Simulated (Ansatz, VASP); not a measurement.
# BaTiO3 in two plane-wave programs

Wanted: the spread between two codes on one cell, functional and k mesh. The cell is taken from a series of runs on this material, whose earlier steps may have relaxed, scaled, displaced or heated it; both programs get it as it stands.

Main program and level: Ansatz 0.2.0; plane waves, with VASP 6.6.1 beside it; single point at PBE and single point at PBE, spin-orbit coupling.

## Step 1: Starting point

Symmetry: P4mm, No. 99, tetragonal system. The conventional cell has a = 3.999 Å, b = 3.999 Å, c = 4.217 Å, α = 90.00°, β = 90.00°, γ = 90.00°. Nearest to Ba lie 12 O at 2.82 to 2.99 Å. Ti has 5 O at 1.82 to 2.01 Å nearest. Nearest to O lie 2 Ti at 1.82 to 2.40 Å and 4 Ba at 2.84 Å. Nearest to O lie 2 Ti at 2.01 Å and 4 Ba at 2.82 to 2.99 Å. Farther neighbours and most contacts between anions are not listed.

Coordinates:

```xyz
5
Lattice="3.9987 0.0000 0.0000 0.0000 3.9987 0.0000 0.0000 0.0000 4.2173" Properties=species:S:1:pos:R:3 pbc="T T T"
Ba    0.0000    0.0000    0.0547
Ti    1.9994    1.9994    2.2435
O     1.9994    1.9994    4.0603
O     1.9994    0.0000    2.0439
O     0.0000    1.9994    2.0439
```

## Step 2: VASP: single point, PBE

A single point gives forces, pressure and levels at one fixed geometry, so differences don't come from the geometry; what else differs is listed under the comparison.

Lines of VASP's logs that name or quote its potential files are left out, and so is its time.

INCAR

```
SYSTEM = BaTiO3
PREC = Accurate
ENCUT = 520
EDIFF = 1E-06
NELM = 100
ISMEAR = 0
SIGMA = 0.05
LREAL = .FALSE.
ALGO = Normal
GGA = PE
NBANDS = 26
LASPH = .TRUE.
LORBIT = 11
LWAVE = .FALSE.
LCHARG = .FALSE.
KPAR = 2
ISIF = 2
```

POSCAR

```
BaTiO3
1.0
    3.9987178624      0.0000000000      0.0000000000
    0.0000000000      3.9987178624      0.0000000000
    0.0000000000      0.0000000000      4.2173231794
Ba Ti O
1 1 3
Direct
    0.0000000000      0.0000000000      0.0129689622
    0.5000000000      0.5000000000      0.5319687985
    0.5000000000      0.5000000000      0.9627634873
    0.5000000000      0.0000000000      0.4846493760
    0.0000000000      0.5000000000      0.4846493760
```

KPOINTS

```
Automatic mesh
0
Gamma
7 7 6
0 0 0
```

The projector-augmented-wave data sets are Ba_sv, Ti_sv and O (PBE family, release 64).

Launch:

```console
mpirun -np 2 vasp_std
```

Numbers of over 12 decimals in the logs are rounded to 6 here.

The program printed:

```text
[banner, memory and clock lines left out]
running    2 mpi-ranks, on    1 nodes
 distrk:  each k-point on    1 cores,    2 groups
 distr:  one band on    1 cores,    1 groups

 POSCAR found type information on POSCAR BaTiO
 POSCAR found :  3 types and       5 ions
 LDA part: xc-table for (Slater+PW92), standard interpolation
 POSCAR, INCAR and KPOINTS ok, starting setup
 FFT: planning ... GRIDC
 FFT: planning ... GRID_SOFT
 FFT: planning ... GRID
 WAVECAR not read
 entering main loop
       N       E                     dE             d eps       ncg     rms          rms(c)
DAV:   1     0.451303720594E+03    0.45130E+03   -0.21142E+04  2080   0.166E+03
DAV:   2    -0.688582016349E+00   -0.45199E+03   -0.43675E+03  2530   0.454E+02
DAV:   3    -0.486103825006E+02   -0.47922E+02   -0.47623E+02  2936   0.143E+02
DAV:   4    -0.506908952361E+02   -0.20805E+01   -0.20775E+01  3150   0.267E+01
DAV:   5    -0.507571163850E+02   -0.66221E-01   -0.66209E-01  2918   0.349E+00    0.231E+01
DAV:   6    -0.402650647335E+02    0.10492E+02   -0.66981E+01  3212   0.721E+01    0.102E+01
DAV:   7    -0.402411109480E+02    0.23954E-01   -0.13143E+01  2874   0.269E+01    0.686E+00
DAV:   8    -0.400441402864E+02    0.19697E+00   -0.72938E-01  2744   0.783E+00    0.356E+00
DAV:   9    -0.400658280617E+02   -0.21688E-01   -0.39473E-01  3064   0.572E+00    0.150E+00
DAV:  10    -0.400485953888E+02    0.17233E-01   -0.14069E-01  2788   0.387E+00    0.555E-01
DAV:  11    -0.400449384282E+02    0.36570E-02   -0.13214E-02  2738   0.793E-01    0.220E-01
DAV:  12    -0.400446054532E+02    0.33297E-03   -0.31317E-03  2434   0.319E-01    0.442E-02
DAV:  13    -0.400445962039E+02    0.92493E-05   -0.23673E-04  2468   0.123E-01    0.194E-02
DAV:  14    -0.400446022494E+02   -0.60455E-05   -0.45071E-05  3036   0.484E-02    0.188E-02
DAV:  15    -0.400446007287E+02    0.15207E-05   -0.36095E-05  2902   0.620E-02    0.114E-02
DAV:  16    -0.400445995814E+02    0.11473E-05   -0.76665E-06  2468   0.296E-02    0.331E-03
DAV:  17    -0.400445994424E+02    0.13904E-06   -0.76414E-07  1474   0.957E-03
   1 F= -.40044599E+02 E0= -.40044599E+02  d E =-.204737E-22
```

OUTCAR, selected parts (step 2):

```text
ion  position               nearest neighbor table
   1  0.000  0.000  0.013-   4 2.82   5 2.82   5 2.82   4 2.82   3 2.84   3 2.84   3 2.84   3 2.84
                             4 2.99   5 2.99   4 2.99   5 2.99   2 3.48   2 3.48   2 3.48   2 3.48
   2  0.500  0.500  0.532-   3 1.82   4 2.01   5 2.01   4 2.01   5 2.01   3 2.40   1 3.48   1 3.48
                             1 3.48   1 3.48   1 3.58   1 3.58   1 3.58   1 3.58
   3  0.500  0.500  0.963-   2 1.82   2 2.40   1 2.84   1 2.84   1 2.84   1 2.84
   4  0.500  0.000  0.485-   2 2.01   2 2.01   1 2.82   1 2.82   1 2.99   1 2.99
   5  0.000  0.500  0.485-   2 2.01   2 2.01   1 2.82   1 2.82   1 2.99   1 2.99

  LATTYP: Found a simple tetragonal cell.
 ALAT       =     3.9987178624
 C/A-ratio  =     1.0546688525

 Subroutine GETGRP returns: Found  8 space group operations
 (whereof  8 operations were pure point group operations)

The static configuration has the point symmetry C_4v.

 Found     40 irreducible k-points:

   k-points           NKPTS =     40   k-points in BZ     NKDIM =     40   number of bands    NBANDS=     26

   dimension x,y,z NGX =    30 NGY =   30 NGZ =   32
   dimension x,y,z NGXF=    60 NGYF=   60 NGZF=   64

   ENCUT  =  520.0 eV  38.22 Ry    6.18 a.u.   7.43  7.43  7.84*2*pi/ulx,y,z

   NELECT =      40.0000    total number of electrons

 k-points in reciprocal lattice and weights: Automatic mesh
   0.00000000  0.00000000  0.00000000       0.003
   0.14285714  0.00000000  0.00000000       0.014
   0.28571429  0.00000000  0.00000000       0.014
   0.42857143  0.00000000  0.00000000       0.014
   0.14285714  0.14285714  0.00000000       0.014
   0.28571429  0.14285714  0.00000000       0.027
   0.42857143  0.14285714  0.00000000       0.027
   0.28571429  0.28571429  0.00000000       0.014
   0.42857143  0.28571429  0.00000000       0.027
[...]
0.42857143  0.28571429  0.50000000       0.027
   0.42857143  0.42857143  0.50000000       0.014

 average (electrostatic) potential at core
       1 -33.4894       2 -77.1741       3 -70.2947       4 -69.9491       5 -69.9491

 E-fermi :   3.9057

 k-point     1 :       0.0000    0.0000    0.0000
  band No.  band energies     occupation
    ...
     16       1.9442      2.00000
     17       2.3643      2.00000
     18       2.7305      2.00000
     19       3.1069      2.00000
     20       3.1069      2.00000
     21       5.4398      0.00000
     22       6.0692      0.00000
     23       6.0692      0.00000
     24       7.6063      0.00000
     25       7.8142      0.00000
    ...

 k-point     2 :       0.1429    0.0000    0.0000
  band No.  band energies     occupation
    ...
     16       1.8229      2.00000
     17       2.2958      2.00000
     18       2.5581      2.00000
     19       2.8639      2.00000
     20       2.9534      2.00000
     21       5.7997      0.00000
     22       6.0794      0.00000
     23       6.0929      0.00000
     24       7.7587      0.00000
     25       8.1499      0.00000
    ...

 k-point     3 :       0.2857    0.0000    0.0000
  band No.  band energies     occupation
    ...
     16       1.6765      2.00000
     17       2.0121      2.00000
     18       2.2053      2.00000
     19       2.4515      2.00000
     20       2.5930      2.00000
     21       6.0912      0.00000
     22       6.5176      0.00000
     23       6.5290      0.00000
     24       7.7502      0.00000
     25       8.7745      0.00000
    ...

  Total       -0.0155158     -0.0155158      0.0293689      0.0000000     -0.0000000      0.0000000
  in kB       -0.3686444     -0.3686444      0.6977828      0.0000000     -0.0000000      0.0000000
  external PRESSURE =      -0.0131687 kB  Pullay stress =       0.0000000 kB

  energy-cutoff  :      520.00
  volume of cell :       67.43
      direct lattice vectors                 reciprocal lattice vectors
     3.998717862  0.000000000  0.000000000     0.250080159  0.000000000  0.000000000
     0.000000000  3.998717862  0.000000000     0.000000000  0.250080159  0.000000000
     0.000000000  0.000000000  4.217323179     0.000000000  0.000000000  0.237117232

 POSITION                                       TOTAL-FORCE (eV/Angst)
 -----------------------------------------------------------------------------------
      0.00000      0.00000      0.05469         0.000000      0.000000      0.005094
      1.99936      1.99936      2.24348         0.000000      0.000000      0.004016
      1.99936      1.99936      4.06028         0.000000     -0.000000     -0.007266
      1.99936      0.00000      2.04392         0.000000      0.000000     -0.000922
      0.00000      1.99936      2.04392         0.000000      0.000000     -0.000922
 -----------------------------------------------------------------------------------
    total drift:                                0.000000      0.000000      0.000431

  FREE ENERGIE OF THE ION-ELECTRON SYSTEM (eV)
  ---------------------------------------------------
  free  energy   TOTEN  =       -40.0445994424 eV

  energy  without entropy=      -40.0445994424  energy(sigma->0) =      -40.04459944

 total charge
# of ion       s       p       d       tot
------------------------------------------
    1        2.005   5.645   0.300   7.950
    2        2.216   6.256   1.763  10.234
    3        1.570   3.452   0.000   5.022
    4        1.562   3.456   0.000   5.018
    5        1.562   3.456   0.000   5.018
--------------------------------------------------
tot          8.915  22.264   2.063  33.242

[... 3 further parts left out ...]
```

This run has no spin polarisation, so a moment on Ti, if there is one, isn't seen.

## Step 3: Ansatz: single point, PBE

Ansatz runs on its default PAW (the set named soft_2) files.

The same cell, functional, mesh and smearing now go to Ansatz, which takes its cutoff from its data sets.

input.yaml

```yaml
crystal:
  lattice:
    - [3.9987178624, 0.0, 0.0]
    - [0.0, 3.9987178624, 0.0]
    - [0.0, 0.0, 4.2173231794]
  atoms:
    - { symbol: Ba, position: [0.0, 0.0, 0.0129689622] }
    - { symbol: Ti, position: [0.5, 0.5, 0.5319687985] }
    - { symbol: O, position: [0.5, 0.5, 0.9627634873] }
    - { symbol: O, position: [0.5, 0.0, 0.484649376] }
    - { symbol: O, position: [0.0, 0.5, 0.484649376] }
hamiltonian:
  xc: pbe
  pseudopotentials: { kind: paw }
kpoints:
  mp_grid: { grid: [7, 7, 6] }
  band_path:
    path:
      - [0.0, 0.0, 0.0]
      - [0.0, 0.13333, 0.0]
      - [0.0, 0.3, 0.0]
      - [0.0, 0.46667, 0.0]
      - [0.1, 0.5, 0.0]
      - [0.26667, 0.5, 0.0]
      - [0.43333, 0.5, 0.0]
      - [0.43333, 0.43333, 0.0]
      - [0.26667, 0.26667, 0.0]
      - [0.1, 0.1, 0.0]
      - [0.0, 0.0, 0.03333]
      - [0.0, 0.0, 0.2]
      - [0.0, 0.0, 0.36667]
      - [0.0, 0.0, 0.5]
      - [0.0, 0.16667, 0.5]
      - [0.0, 0.3, 0.5]
      - [0.0, 0.46667, 0.5]
      - [0.1, 0.5, 0.5]
      - [0.26667, 0.5, 0.5]
      - [0.43333, 0.5, 0.5]
      - [0.5, 0.5, 0.5]
      - [0.43333, 0.43333, 0.5]
      - [0.26667, 0.26667, 0.5]
      - [0.1, 0.1, 0.5]
      - [0.0, 0.5, 0.03333]
      - [0.0, 0.5, 0.2]
      - [0.0, 0.5, 0.36667]
      - [0.5, 0.5, 0.0]
      - [0.5, 0.5, 0.16667]
      - [0.5, 0.5, 0.33333]
      - [0.5, 0.5, 0.5]
    npoints: 1
scf:
  occupations: { method: gaussian, width: 0.05 }
  n_extra_bands: 8
output:
  forces: true
  stress: true
  eigenvalues: true
```

Launch:

```console
ansatz run input.yaml --threads 2 --pin off --max-ram 4608MiB --backend cpu --events-out ev --progress --plain --runs-dir out
```

The program printed:

```text
scf.n_extra_bands = 8 over 20 filled bands (N_el = 40.0): the run solves 28 bands
Engine: ansatz 0.2.0, aarch64-unknown-linux-gnu
Pseudopotentials: kind: paw
Pseudopotential: Ba, paw, valence charge 10, recommended cutoff 420 eV (normal), Ba.paw.azcp
Pseudopotential: Ti, paw, valence charge 12, recommended cutoff 420 eV (normal), Ti.paw.azcp
Pseudopotential: O, paw, valence charge 6, recommended cutoff 420 eV (normal), O.paw.azcp
Functional definition: PBE
  parameter kappa = 0.804
  parameter beta = 0.066725
  exchange = pbe_x(kappa = kappa, mu = beta*pi^2/3)
  correlation = pbe_c(beta = beta)
Crystal: 5 atoms, lattice volume = 67.434 Å³
Basis set: ecut = 420 eV, 1319 PW (Γ), exchange–correlation on 54×54×60 points (8 copies of the dense FFT grid, shifted against one another)
Bands: 28, of which v1, the nominal top of the filled ones, is band 20 counted from 1 (19 counted from 0)
Symmetry: 8 space group operations
Space group: P4mm (ITA 99), of the structure as read, at distance tolerance 4.1e-5 Å
k-points: 40 of 294 (time reversal used)
Non-local potential: Ba, projectors of the file, l = 0: 3, l = 1: 2, l = 2: 2, l = 3: 2
Non-local potential: Ti, projectors of the file, l = 0: 3, l = 1: 2, l = 2: 3, l = 3: 1
Non-local potential: O, projectors of the file, l = 0: 2, l = 1: 2, l = 2: 1
PAW form: soft (Blöchl's): semilocal exchange-correlation on the pseudo side does not see the compensation charge
PAW one-centre angular grid: Ba, 194 points (default); XC on 64 Gauss nodes
PAW one-centre angular grid: Ti, 590 points (default); XC on 64 Gauss nodes
PAW one-centre angular grid: O, 110 points (default); XC on 64 Gauss nodes
Initial density: superposition of atomic densities (neutral atoms: chi_scale 0, normalization atom), corrected by the library's trained network
Initial wavefunctions: pseudopotential atomic-orbital guess
Functional: x = pbe(κ = 0.804, μ = 0.219515), c = pbe(β = 0.066725)
SCF iter   1: F=—  HF=-10159.615225 eV  |F-HF|=—  |Δ(HF+E_count)|=         —  Δρ=1.51e-3  dr2=1.08e-3  ethr=1.77e-3  ⟨swp⟩=7.1  Hψ=5875  notcnv=0  defer=9
preconditioner: auto → Resta (q_TF=auto, 2.501 Å⁻¹)  ε∞=4.8  [insulator: Δε(μ)=1.892 eV  Ē_g=13.141 eV  σ=0.050 eV  W_gap=1.00  n_scr=18 (ndim 8)  ℏωp=25.6 eV  f_vac=0.000  D(μ)=0.00/eV (n_scr^D=0)  ε∞_Penn≈4.8]
SCF iter   2: F=—  HF=-10159.615668 eV  |F-HF|=—  |Δ(HF+E_count)|=   4.42e-4  Δρ=7.49e-4  dr2=2.89e-4  ethr=2.70e-6  ⟨swp⟩=2.0  Hψ=2193  notcnv=0  defer=27
SCF iter   3: F=—  HF=-10159.615858 eV  |F-HF|=—  |Δ(HF+E_count)|=   1.90e-4  Δρ=2.27e-4  dr2=2.97e-5  ethr=7.23e-7  ⟨swp⟩=2.0  Hψ=1357  notcnv=0  defer=27
SCF iter   4: F=—  HF=-10159.615530 eV  |F-HF|=—  |Δ(HF+E_count)|=   3.28e-4  Δρ=7.41e-5  dr2=4.86e-6  ethr=7.42e-8  ⟨swp⟩=2.1  Hψ=1793  notcnv=0  defer=27
SCF iter   5: F=—  HF=-10159.615529 eV  |F-HF|=—  |Δ(HF+E_count)|=   4.09e-7  Δρ=1.85e-5  dr2=1.86e-7  ethr=1.21e-8  ⟨swp⟩=2.8  Hψ=1770  notcnv=0  defer=27
SCF iter   6: F=-10159.615529 eV  HF=-10159.615529 eV  |F-HF|=4.24e-10  |Δ(HF+E_count)|=   1.06e-7  Δρ=4.18e-6  dr2=1.76e-8  ethr=2.50e-10  ⟨swp⟩=9.6  Hψ=5509  notcnv=0
SCF 1 converged in 6 iterations: F = -10159.615529 eV  dr2 = 1.76e-8
  greatest PAW one-centre occupation: 0.999 electrons in one spin orbital (limit 2), on the Ti atom at site 1 (counted from 0), in its partial waves of l = 0
NSCF: frozen V_eff on 31 k-points
SCF converged after 6 iterations
Free energy (F): -10159.615529 eV
Harris-Foulkes:  -10159.615529 eV  (|F-HF|=4.24e-10)
Internal energy: -10159.615529 eV  (E = F + TS)
E sigma→0 (E₀):  -10159.615529 eV
Fermi energy:    10.700352 eV
--- Per-component energies (eV) ---
  E_band       = -167.399225
  E_kinetic    = 967.512108
  E_local      = -2191.575446  (includes V_loc(G=0)·N_el)
  E_nonlocal   = 203.677040
  E_hartree    = 853.440005
  E_xc         = -490.580082
  E_vxc        = -544.889373  (∫ρ·V_xc dr)
  E_paw        = -6744.482341  (= ΣΔE_a)
  E_vpaw       = -309.014092  (= ΣTr[D̂ρ^β])
  E_aug_tail   = 0.007376  (compensation charges beyond the density's cutoff)
  E_ewald      = -2757.614189
  E_smearing   = -0.000000  (= −TS)
  E_closure    = -0.000000  (closes the sum)
  Σ components = -10159.615529   (vs F -10159.615529, Δ=0.00e0)
--- Forces (eV/Å), atoms counted from 1 ---
  atom   1  Ba    -0.00000000     0.00000000     0.04534606
  atom   2  Ti     0.00000000     0.00000000     0.08820681
  atom   3  O      0.00000000     0.00000000    -0.08937733
  atom   4  O     -0.00000000     0.00000000    -0.02208662
  atom   5  O      0.00000000     0.00000000    -0.02208662
  max |Σ_I F_I| component: 2.30e-6 eV/Å
--- Stress (GPa, compression-positive) ---
       -1.540938       0.000000      -0.000000
        0.000000      -1.540938       0.000000
       -0.000000       0.000000      -1.481306
  P = ⅓ Tr σ = -1.5211 GPa (-15.211 kbar)
--- Band table (eV; the first three rows and the last of 40) ---
  k-point 0: bands = [... 16 lower, 8.5113, 8.9278, 9.2899, 9.2899, 11.6568, 12.2743, 12.2743, 13.8252, ... 4 higher]
  k-point 1: bands = [... 16 lower, 8.3439, 8.5914, 9.2518, 9.2518, 11.6798, 12.5263, 12.5263, 13.8249, ... 4 higher]
  k-point 2: bands = [... 16 lower, 8.0487, 8.0509, 9.1691, 9.1691, 11.7269, 13.0119, 13.0119, 13.8255, ... 4 higher]
  k-point 39: bands = [... 16 lower, 7.2486, 9.3049, 9.3500, 9.7336, 13.7159, 13.7191, 13.8070, 15.8629, ... 4 higher]
```

## Step 4: Differences

Known differences besides the potentials themselves: the cutoff is 420 eV in Ansatz and 520 eV in VASP. Total energies have different zeros and are not compared.

Both answers:

```csv
quantity,Ansatz,VASP,difference
pressure (GPa),-1.52,0.00,-1.52
pressure without Ansatz's Pulay correction (GPa),-2.04,0.00,-2.04
gap on the k mesh (eV),1.917,1.871,+0.046
```

At this near-relaxed geometry the largest component of a force difference is 84 meV/Å. A gap on the mesh is an upper bound, since the band edges may lie between its points. Ansatz's pressure holds a Pulay correction of 0.52 GPa; VASP's holds none.

## Step 5: Further runs

Further runs change the set-up of one program: Ansatz's method, potentials or start, or VASP's data sets, cutoff or form of LDA. The table gives Ansatz less VASP for each quantity, since a change that brings one quantity closer may part another.

```csv
run,r.m.s. force difference (meV/Å),pressure (GPa),gap on the k mesh (eV),pressure without Ansatz's Pulay correction (GPa)
as above,33,-1.5,0.046,-2.0
"VASP with the data sets Ba_sv_GW, Ti_sv_GW and O_GW and a cutoff of 670 eV",2.5,0.43,0.0068,-0.096
"VASP with the data sets Ba_sv, Ti_sv and O_h and a cutoff of 1230 eV",20,-1.4,0.040,-1.9
```

(Part 1 of 2 ends here.)

[Lines on the potential files, build, host, timing and source positions are cut from VASP's logs without a mark.]

[Logs are printed without paths, hosts, clocks, repeated set-up lines and the standing remarks that a program may print on its own settings, such as how far it seeks lower states.]

[Hosts, paths, dates, database ids (printed as entryN), source tags and the programs' standing remarks are cut or masked in the printed files.]
